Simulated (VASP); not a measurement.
ZrTaO4:

```
CELL_PARAMETERS angstrom
3.43821 0.00000 0.00000
-1.71910 2.97758 0.00000
0.00000 0.00000 7.51336
ATOMIC_POSITIONS crystal
Zr 0.00000 0.00000 0.00000
Ta 0.00000 0.00000 0.50000
O 0.33333 0.66667 0.50000
O 0.66667 0.33333 0.50000
O 0.00000 0.00000 0.70586
O 0.00000 0.00000 0.29414
```

The cell was built by a generator and needn't be a form met in nature.

```yaml
Program: VASP 6.6.1
Task: relaxation of cell and atoms
Functional: PBE
Potentials_or_basis: VASP PAW PBE potentials, release 64 (Zr_sv, Ta_pv, O)
Cutoff: 520 eV
k_mesh: 5 × 5 × 2
Occupations: gaussian, width 0.15 eV
Spin: no spin polarisation
```

At the start: pressure 89.0 GPa; volume 12.82 Å³/atom.

**Question.** How do energy, volume and symmetry change on relaxing?

**Answer.** Over 17 steps the energy falls by 1984.4 meV/atom and the volume is 15.38 Å³/atom (+20.0 %); space group P6/mmm (No. 191, to 0.05 Å).

The path:
```csv
step,energy change (eV),largest force (eV/Å),pressure (GPa),volume (Å³)
1,0.0000,31.6649,89.00,76.92
2,118.2847,114.3361,46.35,179.03
3,16.4495,21.8129,39.43,113.45
4,-2.0981,17.8916,19.21,108.18
5,-6.7177,13.9617,26.64,91.84
6,-8.9640,11.3685,33.46,84.20
7,-9.4085,9.6085,39.64,80.52
8,-9.4696,8.4541,44.93,78.71
9,-5.0846,1.1409,-33.99,127.23
10,-11.4356,0.1687,-3.98,93.06
11,-11.5115,0.7009,0.66,90.84
12,-11.5174,1.0003,3.02,89.81
13,-11.8445,0.7746,-0.14,93.65
14,-11.8863,0.9236,0.16,92.70
15,-11.8995,0.4289,-1.50,93.14
16,-11.9053,0.0435,-0.91,92.98
17,-11.9064,0.0360,0.27,92.28
```

Final structure:
```xyz
6
Lattice="3.6782 0.0000 0.0000 -1.8391 3.1854 0.0000 0.0000 0.0000 7.8764" Properties=species:S:1:pos:R:3 pbc="T T T"
Zr   -1.8391    3.1854    0.0000
Ta   -1.8391    3.1854    3.9382
O     0.0000    2.1236    3.9382
O     1.8391    1.0618    3.9382
O     0.0000    0.0000    5.9396
O     3.6782    0.0000    1.9368
```

Caveat: the k mesh is coarse (spacing up to 0.42 Å⁻¹), so the values aren't converged; the volume moved by over 15 % at a fixed basis, so the end points are rough; an odd number of electrons without spin polarisation forces a metal; a magnetic or distorted state may lie lower.
